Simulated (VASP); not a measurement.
Given:

```
BN
1.0
    0.00000     1.80154     1.80154
    1.80154     0.00000     1.80154
    1.80154     1.80154     0.00000
B N
1 1
Cartesian
  0.00000   0.00000   0.00000
  0.90077   0.90077   0.90077
```

Computed with revPBE GGA, VASP's PBE PAW potentials (set 64) (plane waves; VASP). Run with 520 eV cut-off, 12×12×12 Γ-centred mesh, Gaussian smearing of 0.050 eV, potentials B N.

### Question
Estimate the energy per atom (σ→0), pressure, band gap (on the k-mesh) with the smallest direct gap where there is one.

### Answer

| Property | Result |
|---|---|
| band gap (on the k-mesh) | 4.49 eV |
| smallest direct gap (on the k-mesh) | 8.91 eV |
| energy per atom (σ→0) | -8.380 eV/atom |
| pressure | 11.71 GPa |

Only differences to runs with the same potentials and settings are physical.

The compound is BN in the zinc blende structure. This cell is one point of a volume scan, at 0.97 of the reference volume.
